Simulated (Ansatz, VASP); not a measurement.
# Cross-check of Sr2H3I between VASP and Ansatz

Aim: how closely do two programs agree when they are given the same cell, functional and k mesh? The cell is taken from a series of runs on this material, whose earlier steps may have relaxed, scaled, displaced or heated it; both programs get it as it stands.

Calculated with Ansatz 0.2.0; plane waves, with VASP 6.6.1 beside it; G0W0 gap at LDA.

**1. Set-up**

Symmetry: P-3m1, No. 164, trigonal system. Conventional cell: a = 4.243 Å, b = 4.243 Å, c = 7.683 Å, α = 90.00°, β = 90.00°, γ = 120.00°. Sr has 7 H at 2.47 to 2.81 Å and 3 I at 3.48 Å nearest. H has 6 H at 2.68 Å and 6 Sr at 2.81 Å nearest. Nearest to H lie 4 Sr at 2.47 Å. Nearest to I lie 6 Sr at 3.48 Å. Farther neighbours and most contacts between anions are not listed.

Coordinates:

```xyz
6
Lattice="4.2427 0.0000 0.0000 -2.1214 3.6743 0.0000 0.0000 0.0000 7.6827" Properties=species:S:1:pos:R:3 pbc="T T T"
Sr    2.1214    1.2248    5.2139
Sr    0.0000    2.4495    2.4688
H     0.0000    0.0000    3.8414
H     2.1214    1.2248    2.7447
H     0.0000    2.4495    4.9381
I     0.0000    0.0000    0.0000
```

**2. VASP: G0W0 gap, LDA**

Quasiparticle shifts depend on high empty states and on the cores, so they are the hardest test of two PAW sets.

Lines of VASP's logs that name or quote its potential files are left out, and so is its time.

The run reads the wave functions of an earlier VASP run, which isn't shown here.

File INCAR:

```
SYSTEM = Sr2H3I
PREC = Accurate
ENCUT = 320
ISMEAR = 0
SIGMA = 0.01
LREAL = .FALSE.
GGA = CA
NBANDS = 230
ALGO = EVGW0
NELMGW = 1
ENCUTGW = 176.87
NOMEGA = 64
PRECFOCK = Fast
NBANDSGW = 23
LWAVE = .FALSE.
LCHARG = .FALSE.
```

File POSCAR:

```
Sr2H3I
1.0
    4.2427287671      0.0000000000      0.0000000000
   -2.1213643835      3.6743108937      0.0000000000
    0.0000000000      0.0000000000      7.6827474300
Sr H I
2 3 1
Direct
    0.6666666667      0.3333333333      0.6786552900
    0.3333333333      0.6666666667      0.3213447100
    0.0000000000      0.0000000000      0.5000000000
    0.6666666667      0.3333333333      0.3572515000
    0.3333333333      0.6666666667      0.6427485000
    0.0000000000      0.0000000000      0.0000000000
```

File KPOINTS:

```
Automatic mesh
0
Gamma
3 3 2
0 0 0
```

PAW data sets: Sr_sv_GW, H_GW and I_GW (LDA family, release 64).

Started as:

```sh
export OMP_NUM_THREADS=3
mpirun -np 1 vasp_std
```

Numbers of over 12 decimals in the logs are rounded to 6 here.

Output:

```text
[banner, memory and clock lines left out]
running    1 mpi-ranks, on    1 nodes
 distrk:  each k-point on    1 cores,    1 groups
 distr:  one band on    1 cores,    1 groups
 Offloading initialized ...    1 GPUs detected
 POSCAR found type information on POSCAR SrH I
 POSCAR found :  3 types and       6 ions
|                                                                             |
|           W    W    AA    RRRRR   N    N  II  N    N   GGGG   !!!           |
|           W    W   A  A   R    R  NN   N  II  NN   N  G    G  !!!           |
|           W    W  A    A  R    R  N N  N  II  N N  N  G       !!!           |
|           W WW W  AAAAAA  RRRRR   N  N N  II  N  N N  G  GGG   !            |
|           WW  WW  A    A  R   R   N   NN  II  N   NN  G    G                |
|           W    W  A    A  R    R  N    N  II  N    N   GGGG   !!!           |
|                                                                             |
|     The default for ENCUTGWSOFT is different in this version of VASP.       |
|     please manually set ENCUTGWSOFT =176.87 in the INCAR file.              |
|                                                                             |

 LDA part: xc-table for (Slater(with rela. corr.)+CA(PZ))
 , standard interpolation
 found WAVECAR, reading the header
 POSCAR, INCAR and KPOINTS ok, starting setup
 FFT: planning ... GRIDC
 FFT: planning ... GRID_SOFT
 FFT: planning ... GRID
 reading WAVECAR
 the WAVECAR file was read successfully
 initial charge from wavefunction
 available memory per node:   1657.90 GB, setting MAXMEM to   1697690

 The Fermi energy was updated, please check that it is located mid-gap
 values below the HOMO (VB) or above the LUMO (CB) will cause erroneous energies
 E-fermi :   4.8453

 calculate exact exchange contribution
 the WAVEDER file was read successfully
energies w=
    0.000    0.000    0.758    0.000    1.514    0.000    2.267    0.000
    3.015    0.000    3.756    0.000    4.490    0.000    5.216    0.000
    5.932    0.000    6.639    0.000    7.337    0.000    8.024    0.000
    8.702    0.000    9.371    0.000   10.032    0.000   10.685    0.000
   11.331    0.000   11.971    0.000   12.607    0.000   13.239    0.000
   13.868    0.000   14.496    0.000   15.125    0.000   15.755    0.000
   16.389    0.000   17.028    0.000   17.673    0.000   18.327    0.000
   18.991    0.000   19.668    0.000   20.359    0.000   21.069    0.000
   21.798    0.000   22.551    0.000   23.331    0.000   24.142    0.000
   24.987    0.000   25.872    0.000   26.803    0.000   27.785    0.000
   28.827    0.000   29.936    0.000   31.124    0.000   32.400    0.000
   33.781    0.000   35.282    0.000   36.924    0.000   38.733    0.000
   40.737    0.000   42.977    0.000   45.500    0.000   48.367    0.000
   51.659    0.000   55.483    0.000   59.981    0.000   65.353    0.000
   71.881    0.000   79.983    0.000   90.300    0.000  103.875    0.000
  122.517    0.000  149.668    0.000  192.789    0.000  271.633    0.000
 responsefunction array rank=     659
 LDA part: xc-table for (Slater(with rela. corr.)+CA(PZ))
 , standard interpolation

 min. memory requirement per mpi rank   1092.1 MB, per node   1092.1 MB

 allocating  64 responsefunctions rank=   659
 shmem allocating  64 responsefunctions rank=   659
 response function shared by NCSHMEM nodes    1
 Doing            64  frequencies on each core in blocks of            64
NQ=   1    0.0000    0.0000    0.0000,
|.........|.........|.........|.........|.........|.........|.........|.........
 performed        179000 updates of chi_q(r,r)
 total number of BLAS operations        623.91 Gflops
NQ=   2    0.3333    0.0000    0.0000,
|.........|.........|.........|.........|.........|.........|.........|.........
 performed        485000 updates of chi_q(r,r)
 total number of BLAS operations       1653.64 Gflops
NQ=   3    0.3333    0.3333    0.0000,
|.........|.........|.........|.........|.........|.........|.........|.........
 performed        706000 updates of chi_q(r,r)
 total number of BLAS operations       2331.64 Gflops
NQ=   4    0.0000    0.0000    0.5000,
|.........|.........|.........|.........|.........|.........|.........|.........
 performed        885000 updates of chi_q(r,r)
 total number of BLAS operations       2920.08 Gflops
NQ=   5    0.3333    0.0000    0.5000,
|.........|.........|.........|.........|.........|.........|.........|.........
 performed       1191000 updates of chi_q(r,r)
 total number of BLAS operations       3930.84 Gflops
NQ=   6    0.3333    0.3333    0.5000,
|.........|.........|.........|.........|.........|.........|.........|.........
 performed       1412000 updates of chi_q(r,r)
 total number of BLAS operations       4635.42 Gflops
 resolving degeneracies of screened two electron integrals

 calculate QP shifts <psi_nk| G(iteration)W_0 |psi_nk>: iteration 1
 entering main loop
```

From OUTCAR (step 2):

```text
ion  position               nearest neighbor table
   1  0.667  0.333  0.679-   5 2.47   5 2.47   5 2.47   4 2.47   6 3.48   6 3.48   6 3.48
   2  0.333  0.667  0.321-   4 2.47   4 2.47   4 2.47   5 2.47   6 3.48   6 3.48   6 3.48
   3  0.000  0.000  0.500-
   4  0.667  0.333  0.357-   2 2.47   2 2.47   2 2.47   1 2.47
   5  0.333  0.667  0.643-   1 2.47   1 2.47   1 2.47   2 2.47
   6  0.000  0.000  0.000-   1 3.48   2 3.48   2 3.48   1 3.48   1 3.48   2 3.48

  LATTYP: Found a hexagonal cell.
 ALAT       =     4.2427287671
 C/A-ratio  =     1.8108033418

 Subroutine GETGRP returns: Found 12 space group operations
 (whereof 12 operations were pure point group operations)

The static configuration has the point symmetry D_3d.

 Found      6 irreducible k-points:

   k-points           NKPTS =      6   k-points in BZ     NKDIM =     18   number of bands    NBANDS=    230

   dimension x,y,z NGX =    28 NGY =   28 NGZ =   48
   dimension x,y,z NGXF=    56 NGYF=   56 NGZF=   96

   ENCUT  =  320.0 eV  23.52 Ry    4.85 a.u.   6.19  6.19 11.21*2*pi/ulx,y,z

   NELECT =      30.0000    total number of electrons

  energy-cutoff  :      320.00
  volume of cell :      119.77
      direct lattice vectors                 reciprocal lattice vectors
     4.242728767  0.000000000  0.000000000     0.235697367  0.136079938 -0.000000000
    -2.121364384  3.674310894  0.000000000     0.000000000  0.272159877  0.000000000
     0.000000000  0.000000000  7.682747430     0.000000000 -0.000000000  0.130161769

 k-points in reciprocal lattice and weights: Automatic mesh
   0.00000000  0.00000000  0.00000000       0.056
   0.33333333  0.00000000  0.00000000       0.333
   0.33333333  0.33333333  0.00000000       0.111
   0.00000000  0.00000000  0.50000000       0.056
   0.33333333  0.00000000  0.50000000       0.333
   0.33333333  0.33333333  0.50000000       0.111

 E-fermi :   4.8453

 QP shifts <psi_nk| G(iteration)W_0 |psi_nk>: iteration 1
 for sc-GW calculations column KS-energies equals QP-energies in previous step
 and V_xc(KS)=  KS-energies - (<T + V_ion + V_H > + <T+V_H+V_ion>^1  + <V_x>^1)
 k-point   1 :       0.0000    0.0000    0.0000
  band No.  KS-energies  QP-energies   sigma(KS)   V_xc(KS)     V^pw_x(r,r')   Z            occupation Imag(sigma)
    ...
     12       1.4007       0.4537     -12.3790     -11.1184     -14.2018       0.7512       2.0000       0.1295
     13       1.4271       0.5225     -12.7098     -11.5348     -14.3039       0.7700       2.0000       0.1124
     14       1.4271       0.5225     -12.7098     -11.5348     -14.3039       0.7700       2.0000       0.1124
     15       3.8249       2.8672     -11.9871     -10.7210     -13.3555       0.7565       2.0000       0.1001
     16       6.4654       7.2888      -8.0462      -9.0956      -4.2347       0.7846       0.0000      -0.1336
     17       6.5350       7.6152      -8.9688     -10.3597      -4.9091       0.7766       0.0000      -0.1431
     18       6.5350       7.6152      -8.9688     -10.3597      -4.9091       0.7766       0.0000      -0.1431
     19       6.6044       7.6277      -8.8719     -10.1865      -4.9093       0.7784       0.0000      -0.1383
    ...

 k-point   2 :       0.3333    0.0000    0.0000
  band No.  KS-energies  QP-energies   sigma(KS)   V_xc(KS)     V^pw_x(r,r')   Z            occupation Imag(sigma)
    ...
     12       0.3350      -0.6342     -11.9197     -10.5984     -14.2316       0.7336       2.0000       0.1820
     13       0.9969       0.0677     -12.4914     -11.2760     -14.1642       0.7644       2.0000       0.1181
     14       1.1132       0.1169     -12.2241     -10.8786     -14.3268       0.7405       2.0000       0.1472
     15       1.9840       1.0978     -11.7049     -10.5208     -13.4428       0.7484       2.0000       0.1297
     16       6.5386       7.4674      -8.3901      -9.5804      -4.4305       0.7803       0.0000      -0.1412
     17       6.8755       7.7764      -8.2972      -9.4506      -4.3417       0.7810       0.0000      -0.1424
     18       6.9678       8.0360      -9.0908     -10.4750      -4.9594       0.7717       0.0000      -0.1510
     19       7.1323       8.0254      -8.4339      -9.5797      -4.4851       0.7794       0.0000      -0.1447
    ...

 k-point   3 :       0.3333    0.3333    0.0000
  band No.  KS-energies  QP-energies   sigma(KS)   V_xc(KS)     V^pw_x(r,r')   Z            occupation Imag(sigma)
    ...
     12       0.0826      -0.8440     -12.2311     -11.0200     -13.9721       0.7652       2.0000       0.1259
     13       1.1273       0.2216     -11.4228     -10.1769     -13.6493       0.7269       2.0000       0.1758
     14       1.2627       0.2365     -12.4950     -11.1173     -14.6267       0.7448       2.0000       0.1443
     15       1.2627       0.2365     -12.4950     -11.1173     -14.6267       0.7448       2.0000       0.1443
     16       5.7526       6.6005      -8.1551      -9.2321      -4.3780       0.7873       0.0000      -0.1271
     17       5.7526       6.6005      -8.1551      -9.2321      -4.3780       0.7873       0.0000      -0.1271
     18       6.9588       8.0669      -8.8402     -10.2731      -4.6043       0.7734       0.0000      -0.1558
     19       8.1889       9.1904      -8.8800     -10.1876      -4.5753       0.7658       0.0000      -0.1784
    ...

 k-point   4 :       0.0000    0.0000    0.5000
  band No.  KS-energies  QP-energies   sigma(KS)   V_xc(KS)     V^pw_x(r,r')   Z            occupation Imag(sigma)
    ...
     12       0.7769      -0.1699     -12.5241     -11.2690     -14.4460       0.7543       2.0000       0.1374
     13       1.4112       0.5146     -12.6820     -11.5150     -14.2668       0.7683       2.0000       0.1123
     14       1.4112       0.5146     -12.6820     -11.5150     -14.2668       0.7683       2.0000       0.1123
     15       3.9381       2.9409     -12.2470     -10.9277     -13.6528       0.7558       2.0000       0.1003
     16       6.2233       7.0350      -7.6752      -8.7000      -3.9528       0.7921       0.0000      -0.1276
     17       6.3173       7.3015      -8.6844      -9.9429      -4.8075       0.7820       0.0000      -0.1331
     18       6.3173       7.3015      -8.6844      -9.9429      -4.8075       0.7820       0.0000      -0.1331
     19       7.1479       8.2570      -9.2952     -10.7373      -5.0698       0.7691       0.0000      -0.1581
    ...

[... 2 further parts left out ...]
```

(Part 1 of 2 ends here.)

[Lines on the potential files, build, host, timing and source positions are cut from VASP's logs without a mark.]

[Logs are printed without paths, hosts, clocks, repeated set-up lines and the standing remarks that a program may print on its own settings, such as how far it seeks lower states.]

[Hosts, paths, dates, database ids (printed as entryN), source tags and the programs' standing remarks are cut or masked in the printed files.]
